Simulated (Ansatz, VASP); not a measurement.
## NaCuH3 in VASP and in Ansatz

```
Na Cu H
1.0
     5.05997    0.00000    0.00000
    -2.52999    4.38206    0.00000
     0.00000    0.00000    4.64301
Na Cu H
2 2 6
Cartesian
  0.0000 2.9214 3.4823
  2.5300 1.4607 1.1608
  0.0000 0.0000 0.0000
  0.0000 0.0000 2.3215
  2.5300 3.0737 3.4823
  1.1331 0.6542 3.4823
  3.9269 0.6542 3.4823
  0.0000 1.3084 1.1608
  1.3969 3.7279 1.1608
  -1.3969 3.7279 1.1608
```

Alike in both runs: task relaxation of cell and atoms; functional PBE; k mesh 9 × 9 × 8; occupations gaussian, width 0.1 eV; no spin polarisation.

```csv
,VASP,Ansatz
version,VASP 6.6.1,Ansatz 0.2.0
potentials or method,"VASP PAW PBE potentials, release 64 (Na_pv, Cu, H)","scalar-relativistic, plane waves, PAW"
plane-wave cutoff (eV),600,420
valence electrons in the cell,42,62
```

```tsv
	VASP	Ansatz	Ansatz less VASP
gap on the k mesh at the Fermi level, each at its own relaxed structure (eV)	none	none	-
relaxed volume (Å³/atom)	10.32	10.36	+0.038
relaxed cell length with the largest relative difference (Å)	5.064	5.075	+0.0111
```

A gap of «none» marks a metal or a gap that the smearing closes. The two sets of potentials don't hold the same shells in valence.
